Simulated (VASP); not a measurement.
A convergence study with VASP on CdS (zinc blende): one setting is varied, all else stays as given below, so the limit is that of these other settings.

```xyz
2
Lattice="0.0000 2.9100 2.9100 2.9100 0.0000 2.9100 2.9100 2.9100 0.0000" Properties=species:S:1:pos:R:3 pbc="T T T"
Cd     0.0000     0.0000     0.0000
S      1.4550     1.4550     1.4550
```

Computed with LDA (Ceperley-Alder, Perdew-Zunger), VASP's LDA PAW potentials (set 64) (plane waves; VASP). The tightest run used: 550 eV cut-off, 13×13×13 Monkhorst-Pack mesh, Gaussian smearing of 0.050 eV, potentials Cd S.

Problem. The settings run are 1×1×1 mesh; 2×2×2 mesh; 3×3×3 mesh; 4×4×4 mesh; 5×5×5 mesh; 6×6×6 mesh; 7×7×7 mesh; 8×8×8 mesh; 9×9×9 mesh; 10×10×10 mesh; 11×11×11 mesh; 12×12×12 mesh; 13×13×13 mesh. From which on does the stress (every component) stay within 0.2 GPa of the tightest run?

Solution. From 4×4×4 mesh on: it is off by 0.00 there and by no more than 0.2 in any finer run, while 3×3×3 mesh is off by 0.77.
| setting | E (eV/atom) | pressure (GPa) | irreducible k-points | difference judged (GPa) |
|---|---|---|---|---|
| 1×1×1 mesh | 1.9180 | 41.59 | 1 | 43.19 |
| 2×2×2 mesh | -3.6836 | -1.40 | 2 | 0.21 |
| 3×3×3 mesh | -3.6104 | -0.84 | 4 | 0.77 |
| 4×4×4 mesh | -3.7009 | -1.60 | 10 | 0.00 |
| 5×5×5 mesh | -3.6956 | -1.56 | 10 | 0.04 |
| 6×6×6 mesh | -3.7009 | -1.60 | 28 | 0.00 |
| 7×7×7 mesh | -3.7003 | -1.60 | 20 | 0.00 |
| 8×8×8 mesh | -3.7009 | -1.61 | 60 | 0.00 |
| 9×9×9 mesh | -3.7008 | -1.61 | 35 | 0.00 |
| 10×10×10 mesh | -3.7009 | -1.61 | 110 | 0.00 |
| 11×11×11 mesh | -3.7009 | -1.61 | 56 | 0.00 |
| 12×12×12 mesh | -3.7009 | -1.61 | 182 | 0.00 |
| 13×13×13 mesh | -3.7009 | -1.61 | 84 | 0.00 |

Left out are rungs that failed or repeat a setting and relaxations that didn't move; long series are thinned to 24 rows.

The compound is CdS in the zinc blende structure, a metastable form; wurtzite is the usual one. The cell was not relaxed at this level.
